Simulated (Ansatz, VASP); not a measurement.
# Cross-check of Sn2C between VASP and Ansatz

Aim: how closely do two programs agree when they are given the same cell, functional and k mesh? The cell is generated by rule, not measured, and may not be a known phase. The cell is taken from a series of runs on this material, whose earlier steps may have relaxed, scaled, displaced or heated it; both programs get it as it stands.

Method: plane waves, with VASP 6.6.1 beside it; single point at PBEsol, in Ansatz 0.2.0.

The structure was built from a prototype and need not be the compound's stable phase.

**1. The structure**

The structure is orthorhombic, space group P222 (No. 16). The conventional cell has a = 5.021 Å, b = 7.101 Å, c = 7.101 Å, α = 90.00°, β = 90.00°, γ = 90.00°. Nearest to C lie 3 Sn at 1.97 to 2.34 Å. Nearest to Sn lie 2 C at 2.09 Å. Nearest to Sn lie 2 C at 2.34 Å. Nearest to Sn lie 2 C at 2.42 Å. Nearest to Sn lie 2 C at 1.97 Å. Farther neighbours are not listed.

**2. Ansatz: single point, PBEsol, pair 1**

Ansatz runs on its default PAW (the set named soft_2) files.

A single point gives forces, pressure and levels at one fixed geometry, so differences don't come from the geometry; what else differs is listed under the comparison.

input.yaml

```yaml
crystal:
  lattice:
    - [-5.0213021337, 0.0, 0.0]
    - [0.0, -5.0213021337, -5.0213021337]
    - [0.0, -5.0213021337, 5.0213021337]
  atoms:
    - { symbol: C, position: [0.0, 0.4779029847, 0.5392731728] }
    - { symbol: C, position: [0.0, 0.0220970153, -0.0392731728] }
    - { symbol: C, position: [0.5, 0.0220970153, 0.5392731728] }
    - { symbol: C, position: [0.5, 0.4779029847, -0.0392731728] }
    - { symbol: Sn, position: [0.75, 0.25, 0.4828885075] }
    - { symbol: Sn, position: [0.75, 0.75, 0.0171114925] }
    - { symbol: Sn, position: [0.25, -0.0096277658, 0.25] }
    - { symbol: Sn, position: [0.25, 0.5096277658, 0.75] }
    - { symbol: Sn, position: [0.25, -0.0096277658, 0.75] }
    - { symbol: Sn, position: [0.25, 0.5096277658, 0.25] }
    - { symbol: Sn, position: [0.75, 0.75, 0.4828885075] }
    - { symbol: Sn, position: [0.75, 0.25, 0.0171114925] }
kpoints:
  mp_grid: { grid: [8, 6, 6] }
hamiltonian:
  xc: pbesol
scf:
  occupations: { method: methfessel_paxton, width: 0.2 }
output:
  forces: true
  stress: true
  eigenvalues: true
```

Launch:

```
$ ansatz run input.yaml --threads 8 --pin off --max-ram 14336MiB --backend cpu --events-out ev --progress --plain --runs-dir out
```

Numbers of over 12 decimals in the logs are rounded to 6 here.

What it wrote:

```text
Engine: ansatz 0.2.0, aarch64-unknown-linux-gnu
Pseudopotentials: kind: paw
Pseudopotential: C, paw, valence charge 4, recommended cutoff 420 eV (normal), C.paw.azcp
Pseudopotential: Sn, paw, valence charge 14, recommended cutoff 420 eV (normal), Sn.paw.azcp
Functional definition: PBEsol
  exchange = pbesol_x
  correlation = pbesol_c
Crystal: 12 atoms, lattice volume = 253.209 Å³
Basis set: ecut = 420 eV, 4981 PW (Γ), exchange–correlation on 72×96×96 points (8 copies of the dense FFT grid, shifted against one another)
Bands: 77, of which v1, the nominal top of the filled ones, is band 64 counted from 1 (63 counted from 0)
Symmetry: 4 space group operations
Space group: P222 (ITA 16), of the structure as read, at distance tolerance 6.3e-5 Å
k-points: 80 of 288 (time reversal used)
Non-local potential: C, projectors of the file, l = 0: 2, l = 1: 2, l = 2: 1
Non-local potential: Sn, projectors of the file, l = 0: 2, l = 1: 2, l = 2: 2, l = 3: 2
PAW form: soft (Blöchl's): semilocal exchange-correlation on the pseudo side does not see the compensation charge
PAW frozen core: C, regenerated for the run's functional, and the local potential with it (the file was generated under x = pbe(κ = 0.804, μ = 0.219515), c = pbe(β = 0.066725))
PAW frozen core: Sn, regenerated for the run's functional, and the local potential with it (the file was generated under x = pbe(κ = 0.804, μ = 0.219515), c = pbe(β = 0.066725))
PAW one-centre angular grid: C, 110 points (default); XC on 64 Gauss nodes
PAW one-centre angular grid: Sn, 590 points (default); XC on 64 Gauss nodes
Initial density: superposition of atomic densities (neutral atoms: chi_scale 0, normalization atom), corrected by the library's trained network
Initial wavefunctions: pseudopotential atomic-orbital guess
Functional: x = pbesol(κ = 0.804, μ = 0.123457), c = pbesol(β = 0.046)
SCF iter   1: F=—  HF=-48570.680558 eV  |F-HF|=—  |Δ(HF+E_count)|=         —  Δρ=1.12e-2  dr2=4.75e-1  ethr=1.77e-3  ⟨swp⟩=7.6  Hψ=25146  notcnv=0
preconditioner: auto → Kerker (q_TF=auto, 2.435 Å⁻¹)  [metal: Δε(μ)=0.004 eV  Ē_g=17.727 eV  σ=0.200 eV  W_gap=0.02  n_scr=62 (ndim 8)  ℏωp=26.4 eV  f_vac=0.000  D(μ)=4.85/eV (n_scr^D=30)]
SCF iter   2: F=—  HF=-48570.600535 eV  |F-HF|=—  |Δ(HF+E_count)|=   8.00e-2  S|Δr|=    0.00e0  Δρ=4.97e-3  dr2=1.02e-1  ethr=3.71e-4  ⟨swp⟩=1.4  Hψ=7171  notcnv=0
SCF iter   3: F=—  HF=-48570.581348 eV  |F-HF|=—  |Δ(HF+E_count)|=   1.92e-2  S|Δr|=    0.00e0  Δρ=7.63e-4  dr2=1.44e-3  ethr=7.95e-5  ⟨swp⟩=2.0  Hψ=7638  notcnv=0
SCF iter   4: F=—  HF=-48570.581395 eV  |F-HF|=—  |Δ(HF+E_count)|=   4.71e-5  S|Δr|=    0.00e0  Δρ=1.87e-4  dr2=1.31e-4  ethr=1.13e-6  ⟨swp⟩=2.0  Hψ=7809  notcnv=0
SCF iter   5: F=—  HF=-48570.581387 eV  |F-HF|=—  |Δ(HF+E_count)|=   7.97e-6  S|Δr|=    0.00e0  Δρ=7.77e-5  dr2=1.97e-5  ethr=1.03e-7  ⟨swp⟩=2.1  Hψ=9503  notcnv=0
SCF iter   6: F=—  HF=-48570.581512 eV  |F-HF|=—  |Δ(HF+E_count)|=   1.25e-4  S|Δr|=    0.00e0  Δρ=1.50e-5  dr2=7.85e-7  ethr=1.54e-8  ⟨swp⟩=2.2  Hψ=8687  notcnv=0  defer=2
SCF iter   7: F=—  HF=-48570.581512 eV  |F-HF|=—  |Δ(HF+E_count)|=   5.83e-8  S|Δr|=    0.00e0  Δρ=4.87e-6  dr2=1.06e-7  ethr=7.81e-11  ⟨swp⟩=12.4  Hψ=32615  notcnv=0
SCF iter   8: F=-48570.581512 eV  HF=-48570.581512 eV  |F-HF|=4.23e-9  |Δ(HF+E_count)|=   3.97e-9  S|Δr|=    0.00e0  Δρ=1.38e-6  dr2=7.16e-9  ethr=7.81e-11  ⟨swp⟩=4.0  Hψ=18648  notcnv=0
SCF 1 converged in 8 iterations: F = -48570.581512 eV  dr2 = 7.16e-9
  greatest PAW one-centre occupation: 0.992 electrons in one spin orbital (limit 2), on the Sn atom at site 9 (counted from 0), in its partial waves of l = 2
SCF converged after 8 iterations
Stability not checked: this state was not tested for a lower state beside it, because cold or Methfessel-Paxton smearing, or corrected tetrahedra, fill the levels in a way that the test cannot read (fill_not_monotonic; see scf.lower_state_search)
Free energy (F): -48570.581512 eV
Harris-Foulkes:  -48570.581512 eV  (|F-HF|=4.23e-9)
Internal energy: -48570.584836 eV  (E = F + TS)
E sigma→0 (E₀):  -48570.582343 eV
Entropy (-TS):   0.003324 eV (0.277 meV/atom)
Fermi energy:    10.017851 eV
--- Per-component energies (eV) ---
  E_band       = -690.925171
  E_kinetic    = 1839.522996
  E_local      = -7508.728822  (includes V_loc(G=0)·N_el)
  E_nonlocal   = -130.035007
  E_hartree    = 4493.582910
  E_xc         = -3218.715548
  E_vxc        = -1005.225596  (∫ρ·V_xc dr)
  E_paw        = -32907.567287  (= ΣΔE_a)
  E_vpaw       = -2873.624107  (= ΣTr[D̂ρ^β])
  E_aug_tail   = 0.000019  (compensation charges beyond the density's cutoff)
  E_ewald      = -11141.007218
  E_core_change = 2.363120  (= ΣΔE_core)
  E_smearing   = 0.003324  (= −TS)
  E_closure    = -0.000000  (closes the sum)
  Σ components = -48570.581512   (vs F -48570.581512, Δ=0.00e0)
--- Forces (eV/Å), atoms counted from 1 ---
  atom   1  C      1.01818287     0.76419335    -1.05779384
  atom   2  C      1.01818287    -0.76419335     1.05779384
  atom   3  C     -1.01818287     1.05779384    -0.76419335
  atom   4  C     -1.01818287    -1.05779384     0.76419335
  atom   5  Sn     0.00000000     0.80652450    -0.80652450
  atom   6  Sn     0.00000000    -0.24236793     0.24236793
  atom   7  Sn    -0.00000000     0.05307002     0.05307002
  atom   8  Sn     0.00000000    -0.78031818    -0.78031818
  atom   9  Sn     0.00000000     0.78031818     0.78031818
  atom  10  Sn    -0.00000000    -0.05307002    -0.05307002
  atom  11  Sn     0.00000000     0.24236793    -0.24236793
  atom  12  Sn     0.00000000    -0.80652450     0.80652450
  max |Σ_I F_I| component: 2.02e-16 eV/Å
--- Stress (GPa, compression-positive) ---
        3.610570      -0.000000       0.000000
       -0.000000       1.735068      -2.477493
        0.000000      -2.477493       1.735068
  P = ⅓ Tr σ = 2.3602 GPa (23.602 kbar)
--- Band table (eV; the first three rows and the last of 80) ---
  k-point 0: bands = [... 60 lower, 7.8528, 8.5379, 9.0623, 11.0490, 11.6501, 11.6598, 11.6789, 11.7629, ... 9 higher]
  k-point 1: bands = [... 60 lower, 8.0560, 8.6929, 9.1954, 10.4271, 10.8571, 10.9603, 11.6167, 11.7140, ... 9 higher]
  k-point 2: bands = [... 60 lower, 8.6564, 8.7709, 9.5250, 9.6602, 9.8162, 10.3261, 11.2821, 11.3980, ... 9 higher]
  k-point 79: bands = [... 60 lower, 8.6009, 8.6127, 8.9724, 8.9815, 11.6418, 11.6544, 11.7221, 11.9094, ... 9 higher]
```

Reading the cycles: dr2 is the Hartree energy of the density residual (eV), the measure of convergence; HF is the Harris–Foulkes estimate of the energy, which meets the free energy F at convergence.

The run ends at a pressure of 2.36 GPa, with forces up to 1.7 eV/Å.

**3. VASP: single point, PBEsol, pair 1**

The same cell, functional, mesh and smearing now go to VASP, with its own data sets.

Lines of VASP's logs that name or quote its potential files are left out, and so is its time.

INCAR

```
SYSTEM = Sn2C
PREC = Accurate
ENCUT = 600
EDIFF = 1E-06
NELM = 120
ISMEAR = 1
SIGMA = 0.2
LREAL = .FALSE.
ALGO = Normal
GGA = PS
NBANDS = 79
LORBIT = 11
LWAVE = .FALSE.
LCHARG = .FALSE.
ISIF = 2
LASPH = .TRUE.
GGA_COMPAT = .FALSE.
KPAR = 2
```

POSCAR

```
Sn2C
1.0
   -5.0213021337      0.0000000000      0.0000000000
    0.0000000000     -5.0213021337     -5.0213021337
    0.0000000000     -5.0213021337      5.0213021337
C Sn
4 8
Direct
    1.0000000000      0.4779029847      0.5392731728
    1.0000000000      0.0220970153      0.9607268272
    0.5000000000      0.0220970153      0.5392731728
    0.5000000000      0.4779029847      0.9607268272
    0.7500000000      0.2500000000      0.4828885075
    0.7500000000      0.7500000000      0.0171114925
    0.2500000000      0.9903722342      0.2500000000
    0.2500000000      0.5096277658      0.7500000000
    0.2500000000      0.9903722342      0.7500000000
    0.2500000000      0.5096277658      0.2500000000
    0.7500000000      0.7500000000      0.4828885075
    0.7500000000      0.2500000000      0.0171114925
```

KPOINTS

```
Automatic mesh
0
Gamma
8 6 6
0 0 0
```

The projector-augmented-wave data sets are C and Sn_d (PBE family, release 64).

Launch:

```
$ mpirun -np 2 vasp_std
```

What it wrote:

```text
[banner, memory and clock lines left out]
running    2 mpi-ranks, on    1 nodes
 distrk:  each k-point on    1 cores,    2 groups
 distr:  one band on    1 cores,    1 groups

 POSCAR found type information on POSCAR C Sn
 POSCAR found :  2 types and      12 ions
|                                                                             |
|               ----> ADVICE to this user running VASP <----                  |
|                                                                             |
|     You enforced a specific xc type in the INCAR file but a different       |
|     [... a line on the potential file left out ...]
|     I HOPE YOU KNOW WHAT YOU ARE DOING!                                     |
|                                                                             |

 LDA part: xc-table for (Slater+PW92), standard interpolation
 POSCAR, INCAR and KPOINTS ok, starting setup
 FFT: planning ... GRIDC
 FFT: planning ... GRID_SOFT
 FFT: planning ... GRID
 WAVECAR not read
 entering main loop
       N       E                     dE             d eps       ncg     rms          rms(c)
DAV:   1     0.173224603868E+04    0.17322E+04   -0.62828E+04 13665   0.270E+03
DAV:   2     0.293476126284E+03   -0.14388E+04   -0.13951E+04 12640   0.796E+02
DAV:   3    -0.297670701854E+02   -0.32324E+03   -0.30772E+03 13378   0.267E+02
DAV:   4    -0.651681881682E+02   -0.35401E+02   -0.33809E+02 15160   0.851E+01
DAV:   5    -0.668625583943E+02   -0.16944E+01   -0.16730E+01 14393   0.179E+01    0.159E+01
DAV:   6    -0.581449455695E+02    0.87176E+01   -0.30364E+01 17003   0.241E+01    0.648E+00
DAV:   7    -0.583652053321E+02   -0.22026E+00   -0.68022E+00 13680   0.882E+00    0.397E+00
DAV:   8    -0.583175693557E+02    0.47636E-01   -0.12264E+00 18593   0.352E+00    0.147E+00
DAV:   9    -0.582737523670E+02    0.43817E-01   -0.15720E-01 15513   0.184E+00    0.252E-01
DAV:  10    -0.582753503473E+02   -0.15980E-02   -0.29528E-02 13772   0.841E-01    0.119E-01
DAV:  11    -0.582755666894E+02   -0.21634E-03   -0.27601E-03 19568   0.191E-01    0.911E-02
DAV:  12    -0.582755155845E+02    0.51105E-04   -0.19135E-04 17015   0.642E-02    0.138E-02
DAV:  13    -0.582755159851E+02   -0.40057E-06   -0.31342E-05 15241   0.317E-02    0.892E-03
DAV:  14    -0.582755154724E+02    0.51266E-06   -0.24319E-06  9746   0.910E-03
   1 F= -.58275515E+02 E0= -.58276595E+02  d E =0.323939E-02
```

From OUTCAR (step 3):

```text
ion  position               nearest neighbor table
   1  0.000  0.478  0.539-   8 1.97   5 2.09  11 2.34  10 2.42
   2  0.000  0.022  0.961-   9 1.97  12 2.09   6 2.34   7 2.42
   3  0.500  0.022  0.539-   9 1.97   5 2.09  11 2.34   7 2.42
   4  0.500  0.478  0.961-   8 1.97  12 2.09   6 2.34  10 2.42
   5  0.750  0.250  0.483-   1 2.09   3 2.09  12 3.31  10 3.53   7 3.53   7 3.53  10 3.53  11 3.55
                            11 3.55   8 3.65   8 3.65   9 3.65   9 3.65
   6  0.750  0.750  0.017-   2 2.34   4 2.34  11 3.31  10 3.46   7 3.46   7 3.46  10 3.46  12 3.55
                            12 3.55   9 3.58   9 3.58   8 3.58   8 3.58
   7  0.250  0.990  0.250-   2 2.42   3 2.42  10 3.41   6 3.46  11 3.46   6 3.46  11 3.46   5 3.53
                             5 3.53  12 3.53  12 3.53   9 3.55   9 3.55  10 3.69
   8  0.250  0.510  0.750-   1 1.97   4 1.97   9 3.41  10 3.55  10 3.55  11 3.58  11 3.58   6 3.58
                             6 3.58   5 3.65  12 3.65   5 3.65  12 3.65   9 3.69
   9  0.250  0.990  0.750-   2 1.97   3 1.97   8 3.41   7 3.55   7 3.55   6 3.58   6 3.58  11 3.58
                            11 3.58   5 3.65  12 3.65   5 3.65  12 3.65   8 3.69
  10  0.250  0.510  0.250-   1 2.42   4 2.42   7 3.41   6 3.46  11 3.46   6 3.46  11 3.46   5 3.53
                             5 3.53  12 3.53  12 3.53   8 3.55   8 3.55   7 3.69
  11  0.750  0.750  0.483-   1 2.34   3 2.34   6 3.31   7 3.46  10 3.46   7 3.46  10 3.46   5 3.55
                             5 3.55   8 3.58   8 3.58   9 3.58   9 3.58
  12  0.750  0.250  0.017-   2 2.09   4 2.09   5 3.31   7 3.53  10 3.53   7 3.53  10 3.53   6 3.55
                             6 3.55   8 3.65   8 3.65   9 3.65   9 3.65

  LATTYP: Found a simple tetragonal cell.
 ALAT       =     7.1011935783
 C/A-ratio  =     0.7071067812

 Subroutine GETGRP returns: Found  4 space group operations
 (whereof  1 operations were pure point group operations)

The static configuration has the point symmetry C_1 .
 The point group associated with its full space group is D_2 .

 Found     80 irreducible k-points:

   k-points           NKPTS =     80   k-points in BZ     NKDIM =     80   number of bands    NBANDS=     79

   dimension x,y,z NGX =    40 NGY =   60 NGZ =   60
   dimension x,y,z NGXF=    80 NGYF=  120 NGZF=  120

   ENCUT  =  600.0 eV  44.10 Ry    6.64 a.u.  10.03 14.18 14.18*2*pi/ulx,y,z

   NELECT =     128.0000    total number of electrons

 k-points in reciprocal lattice and weights: Automatic mesh
   0.00000000  0.00000000  0.00000000       0.003
   0.12500000  0.00000000  0.00000000       0.007
   0.25000000  0.00000000  0.00000000       0.007
   0.37500000  0.00000000  0.00000000       0.007
   0.50000000  0.00000000  0.00000000       0.003
   0.00000000  0.16666667  0.00000000       0.007
   0.00000000  0.00000000  0.16666667       0.007
   0.12500000  0.16666667  0.00000000       0.014
   0.12500000  0.00000000  0.16666667       0.014
[...]
0.37500000  0.50000000  0.50000000       0.007
   0.50000000  0.50000000  0.50000000       0.003

 average (electrostatic) potential at core
       1 -48.0016       2 -48.0016       3 -48.0016       4 -48.0016       5 -99.5350
       6 -99.3621       7 -99.2589       8 -99.6504       9 -99.6504      10 -99.2589
      11 -99.3621      12 -99.5350

 E-fermi :   7.3304

 k-point     1 :       0.0000    0.0000    0.0000
  band No.  band energies     occupation
    ...
     59       4.3883      2.00000
     60       4.9822      2.00000
     61       5.1660      2.00000
     62       5.8480      2.00000
     63       6.3711      2.00000
     64       8.3635     -0.00000
     65       8.9643     -0.00000
     66       8.9686     -0.00000
     67       8.9933     -0.00000
     68       9.0722     -0.00000
    ...

 k-point     2 :       0.1250    0.0000    0.0000
  band No.  band energies     occupation
    ...
     59       4.6330      2.00000
     60       4.8577      2.00000
     61       5.9592      2.00000
     62       6.2381      2.00000
     63       6.5760      2.00000
     64       8.2225     -0.00000
     65       8.3437     -0.00000
     66       8.5117     -0.00000
     67       8.5484     -0.00000
     68       9.4781     -0.00000
    ...

 k-point     3 :       0.2500    0.0000    0.0000
  band No.  band energies     occupation
    ...
     59       5.3280      2.00000
     60       5.5330      2.00000
     61       6.7444      2.00027
     62       6.8898      2.00787
     63       6.9440      2.01979
     64       7.5141     -0.02896
     65       7.8780     -0.00075
     66       8.3546     -0.00000
     67       8.3626     -0.00000
     68       9.1800     -0.00000
    ...

  Total        5.4472447      2.5495028      2.5495028      0.0000000     -3.8139553      0.0000000
  in kB       34.4673908     16.1319555     16.1319555      0.0000000    -24.1327675      0.0000000
  external PRESSURE =      22.2437672 kB  Pullay stress =       0.0000000 kB

  energy-cutoff  :      600.00
  volume of cell :      253.21
      direct lattice vectors                 reciprocal lattice vectors
    -5.021302134  0.000000000  0.000000000    -0.199151529  0.000000000  0.000000000
     0.000000000 -5.021302134 -5.021302134     0.000000000 -0.099575765 -0.099575765
     0.000000000 -5.021302134  5.021302134     0.000000000 -0.099575765  0.099575765

 POSITION                                       TOTAL-FORCE (eV/Angst)
 -----------------------------------------------------------------------------------
      0.00000     -5.10755      0.30816         0.989426      0.738850     -1.023341
      0.00000     -4.93506      4.71314         0.989426     -0.738850      1.023341
     -2.51065     -2.81881      2.59690        -0.989426      1.023341     -0.738850
     -2.51065     -7.22379      2.42440        -0.989426     -1.023341      0.738850
     -3.76598     -3.68005      1.16940        -0.000000      0.802309     -0.802309
     -3.76598     -3.85190     -3.68005        -0.000000     -0.242742      0.242742
     -1.25533     -6.22828     -3.71763         0.000000      0.053055      0.053055
     -1.25533     -6.32497      1.20698        -0.000000     -0.769940     -0.769940
     -1.25533     -8.73893     -1.20698        -0.000000      0.769940      0.769940
     -1.25533     -3.81432     -1.30367         0.000000     -0.053055     -0.053055
     -3.76598     -6.19071     -1.34125        -0.000000      0.242742     -0.242742
     -3.76598     -1.34125     -1.16940        -0.000000     -0.802309      0.802309
 -----------------------------------------------------------------------------------
    total drift:                               -0.000000      0.000000      0.000000

  FREE ENERGIE OF THE ION-ELECTRON SYSTEM (eV)
  ---------------------------------------------------
  free  energy   TOTEN  =       -58.2755154724 eV

  energy  without entropy=      -58.2787548629  energy(sigma->0) =      -58.27659527

 total charge
# of ion       s       p       d       tot
------------------------------------------
    1        0.913   1.402   0.000   2.314
    2        0.913   1.402   0.000   2.314
    3        0.913   1.402   0.000   2.314
    4        0.913   1.402   0.000   2.314
    5        1.159   1.150  10.063  12.373
    6        1.229   0.925  10.019  12.174
    7        1.253   0.881  10.011  12.146
    8        1.154   1.313  10.093  12.560
    9        1.154   1.313  10.093  12.560
   10        1.253   0.881  10.011  12.146
   11        1.229   0.925  10.019  12.174
   12        1.159   1.150  10.063  12.373
--------------------------------------------------
tot         13.242  14.146  80.373 107.760

[... 3 further parts left out ...]
```

The run ends at a pressure of 2.22 GPa, with forces up to 1.6 eV/Å.

**4. Side by side**

Known differences besides the potentials themselves: the cutoff is 420 eV in Ansatz and 600 eV in VASP; Ansatz makes its cores anew for this functional, VASP keeps those of its PBE data sets. Total energies have different zeros and are not compared.

Both answers:

```tsv
quantity	Ansatz	VASP	difference
pressure (GPa)	2.36	2.22	+0.14
```

Forces on 7 of the 12 atoms, those with the largest forces and the largest differences (eV/Å; atoms numbered as in POSCAR):

```tsv
atom	Ansatz x, y, z	VASP x, y, z
C1	1.018, 0.764, -1.058	0.989, 0.739, -1.023
C2	1.018, -0.764, 1.058	0.989, -0.739, 1.023
C3	-1.018, 1.058, -0.764	-0.989, 1.023, -0.739
C4	-1.018, -1.058, 0.764	-0.989, -1.023, 0.739
Sn5	0.000, 0.807, -0.807	0.000, 0.802, -0.802
Sn9	0.000, 0.780, 0.780	0.000, 0.770, 0.770
Sn12	0.000, -0.807, 0.807	0.000, -0.802, 0.802
```

The forces differ by 18 meV/Å r.m.s., which is 2.7 % of the r.m.s. force of 0.656 eV/Å (both taken over all components).

(Continued in part 2 of 2.)

[Lines on the potential files, build, host, timing and source positions are cut from VASP's logs without a mark.]

[Logs are printed without paths, hosts, clocks, repeated set-up lines and the standing remarks that a program may print on its own settings, such as how far it seeks lower states.]

[Hosts, paths, dates, database ids (printed as entryN), source tags and the programs' standing remarks are cut or masked in the printed files.]
